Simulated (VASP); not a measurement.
Output of a VASP run:

File OSZICAR:
```
       N       E                     dE             d eps       ncg     rms          rms(c)
DAV:   1     0.397998202021E+01    0.39800E+01   -0.51361E+03  1376   0.992E+02
DAV:   2    -0.162425840221E+02   -0.20223E+02   -0.19699E+02  2088   0.114E+02
DAV:   3    -0.163883373624E+02   -0.14575E+00   -0.14575E+00  1472   0.130E+01
DAV:   4    -0.163885989938E+02   -0.26163E-03   -0.26163E-03  1864   0.577E-01
DAV:   5    -0.163885990743E+02   -0.80499E-07   -0.80499E-07  1440   0.738E-03    0.513E+00
DAV:   6    -0.159613336757E+02    0.42727E+00   -0.36507E-01  1408   0.479E+00    0.303E+00
DAV:   7    -0.158133847366E+02    0.14795E+00   -0.45372E-01  1704   0.534E+00    0.660E-01
DAV:   8    -0.158142808173E+02   -0.89608E-03   -0.22070E-03  1424   0.561E-01    0.406E-02
DAV:   9    -0.158143039978E+02   -0.23180E-04   -0.22429E-05  1648   0.596E-02    0.363E-02
DAV:  10    -0.158143093686E+02   -0.53709E-05   -0.64684E-06  1448   0.318E-02    0.513E-03
DAV:  11    -0.158143094370E+02   -0.68305E-07   -0.23252E-07  1920   0.439E-03
   1 F= -.15814309E+02 E0= -.15814309E+02  d E =-.315133E-14
```

**OUTCAR**
```
------------------------ aborting loop because EDIFF is reached ----------------------------------------
  FORCE on cell =-STRESS in cart. coord.  units (eV):
  Direction    XX          YY          ZZ          XY          YZ          ZX
  --------------------------------------------------------------------------------------
  Total       -1.6990609     -1.6990609     -1.6990609     -0.0000000      0.0000000      0.0000000
  in kB     -224.5548138   -224.5548138   -224.5548138     -0.0000000      0.0000000      0.0000000
  external PRESSURE =    -224.5548138 kB  Pullay stress =       0.0000000 kB
  volume of cell :       12.12
      direct lattice vectors                 reciprocal lattice vectors
     0.000000000  1.823289876  1.823289876    -0.274229571  0.274229571  0.274229571
     1.823289876  0.000000000  1.823289876     0.274229571 -0.274229571  0.274229571
     1.823289876  1.823289876  0.000000000     0.274229571  0.274229571 -0.274229571
 POSITION                                       TOTAL-FORCE (eV/Angst)
 -----------------------------------------------------------------------------------
      0.00000      0.00000      0.00000         0.000000      0.000000      0.000000
      0.91164      0.91164      0.91164        -0.000000     -0.000000     -0.000000
 -----------------------------------------------------------------------------------
    total drift:                                0.000000      0.000000      0.000000
  FREE ENERGIE OF THE ION-ELECTRON SYSTEM (eV)
  ---------------------------------------------------
  free  energy   TOTEN  =       -15.8143094370 eV

  energy  without entropy=      -15.8143094370  energy(sigma->0) =      -15.81430944
```
(Selected blocks of OUTCAR.)

File POSCAR:
```
C
1
    0.0000000000     1.8232898764     1.8232898764
    1.8232898764     0.0000000000     1.8232898764
    1.8232898764     1.8232898764     0.0000000000
C
2
Direct
  0.0000000000   0.0000000000   0.0000000000
  0.2500000000   0.2500000000   0.2500000000
```

**Question.** Write an INCAR and KPOINTS that could have produced this output.

**Answer.** This is not unique; one that fits is the input of the run itself, optB88-vdW, plane waves, VASP's PBE PAW potentials (set 64).

### INCAR
```
# general
SYSTEM    =  C
PREC      =  Accurate
ENCUT     =  520
LREAL     =  F
LASPH     =  T

# electronic loop
EDIFF     =  1E-7
NELM      =  100
ALGO      =  Normal

# smearing
ISMEAR    =  0
SIGMA     =  0.05

# functional
GGA       =  BO
LUSE_VDW  =  T
AGGAC     =  0.0
PARAM1    =  0.1833333333
PARAM2    =  0.22

# ions
ISIF      =  2

# output
LWAVE     =  F
LCHARG    =  F
```

File KPOINTS:
```
Automatic mesh
0
Gamma
 13 13 13
0 0 0
```

POTCAR, in this order: C (PBE.64 set). Program: vasp_std.

The compound is C in the diamond structure. This cell is one point of a volume scan, at 1.06 of the reference volume.
